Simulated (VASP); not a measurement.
An input for Ansatz (written as the equivalent of a VASP run, and not itself run):

Ansatz 0.2 input:
```yaml
crystal:
  lattice:
    - [-1.4762336, 1.4762336, 1.4762336]
    - [1.4762336, -1.4762336, 1.4762336]
    - [1.4762336, 1.4762336, -1.4762336]
  atoms:
    - { symbol: V, position: [1.0000000, 0.0000000, 0.0000000] }
kpoints:
  mp_grid: { grid: [16, 16, 16] }
hamiltonian:
  xc: pbesol
  pseudopotentials: { kind: paw }
scf:
  occupations: { method: methfessel_paxton, width: 0.1 }
  max_iter: 100
relax:
  max_steps: 60
  f_tol: 0.01
  cell: {}
output: { forces: true, stress: true, eigenvalues: true }
```

Q: Translate this input to VASP (INCAR, KPOINTS, POSCAR, choice of POTCAR).

A: This is not unique; one that fits is 
### INCAR
```
# general
SYSTEM =V
PREC   =Accurate
ENCUT  =400   # plane-wave cut-off (eV)
LREAL  =.FALSE.   # projection in real space or not
LASPH  =.TRUE.   # aspherical one-centre terms

# electronic loop
EDIFF  =1E-6
NELM   =100
ALGO   =Normal   # blocked Davidson
LMAXMIX=4   # l cut-off of mixed one-centre charges

# smearing
ISMEAR =1   # Methfessel-Paxton
SIGMA  =0.1   # width (eV)

# functional
GGA    =PS

# ions
IBRION =2   # conjugate gradients
NSW    =60   # most ionic steps
ISIF   =3
EDIFFG =-0.01   # ionic stop

# output
LWAVE  =.FALSE.
LCHARG =.FALSE.
```

File POSCAR:
```
V
1
   -1.4762335540     1.4762335540     1.4762335540
    1.4762335540    -1.4762335540     1.4762335540
    1.4762335540     1.4762335540    -1.4762335540
V
1
Direct
  1.0000000000   0.0000000000   0.0000000000
```

KPOINTS:
```
Automatic mesh
0
G
 16 16 16
```

POTCAR, in this order: V_sv (PBE.64 set). Program: vasp_std.

What does not carry over: each code has its own PAW files, so the cut-off isn't converted (ENCUT is set for VASP's; basis.ecutwfc is left out, and Ansatz then takes the one that its files recommend); Ansatz stops its SCF on the density residual and VASP on the energy change (EDIFF).

The compound is V in the bcc structure. This run relaxes it. Symmetry was kept, so distortions that lower it aren't found. The start is the result of an earlier pass.
